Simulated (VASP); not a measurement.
Method: PBE GGA, VASP's PBE PAW potentials (set 64) (plane waves; VASP).

Input for VASP

### INCAR
```
# general
SYSTEM =SnO2
PREC   =Accurate
ENCUT  =520   # plane-wave cut-off (eV)
LREAL  =F
LASPH  =T   # aspherical one-centre terms

# electronic loop
EDIFF  =1E-7
NELM   =100
ALGO   =Normal   # blocked Davidson
LMAXMIX=4   # l cut-off of mixed one-centre charges

# smearing
ISMEAR =0   # Gaussian
SIGMA  =0.05

# functional
GGA    =PE   # PBE

# ions
IBRION =2   # conjugate gradients
NSW    =30   # most ionic steps
ISIF   =4   # ions and shape, fixed volume
EDIFFG =-0.01

# output
LWAVE  =F
LCHARG =F
```

File POSCAR:
```
SnO2
1.0
  4.8327156444   0.0000000000   0.0000000000
  0.0000000000   4.8327156444   0.0000000000
  0.0000000000   0.0000000000   3.2408272069
Sn O
2 4
Cartesian
  0.0000000000   0.0000000000   0.0000000000
  2.4163578222   2.4163578222   1.6204136035
  1.4816381268   1.4816381268   0.0000000000
  3.8979959490   0.9347196954   1.6204136035
  0.9347196954   3.8979959490   1.6204136035
  3.3510775176   3.3510775176   3.2408272069
```

File KPOINTS:
```
Automatic mesh
0
Gamma
5 5 7
0 0 0
```

POTCAR, in this order: Sn_d O (PBE.64 set). Program: vasp_std.

Unless said otherwise, spin-orbit coupling is left out, though it shifts the bands of the heavy elements here.

Q: What does the run give for the energy per atom (σ→0), band gap (on the k-mesh)?

A: 
```
Property                           Value
------------------------  --------------
energy per atom (σ→0)     -6.219 eV/atom
band gap (on the k-mesh)         0.64 eV
```

File OSZICAR:
```
...
DAV:  10    -0.373114073912E+02   -0.74845E-03   -0.60729E-03  2205   0.765E-01    0.460E-02
DAV:  11    -0.373114793755E+02   -0.71984E-04   -0.37358E-04  2371   0.212E-01    0.210E-02
DAV:  12    -0.373114831223E+02   -0.37468E-05   -0.24797E-05  1797   0.423E-02    0.140E-02
DAV:  13    -0.373114793431E+02    0.37793E-05   -0.16374E-05  2303   0.491E-02    0.254E-03
DAV:  14    -0.373114796011E+02   -0.25803E-06   -0.14791E-06  2050   0.110E-02    0.117E-03
DAV:  15    -0.373114797232E+02   -0.12214E-06   -0.41586E-08  1171   0.165E-03    0.485E-04
DAV:  16    -0.373114797620E+02   -0.38806E-07   -0.17670E-08  1101   0.125E-03
   1 F= -.37311480E+02 E0= -.37311480E+02  d E =-.373115E+02
```

The compound is SnO2 in the rutile structure. It was relaxed first, which changed the volume by +6 %.
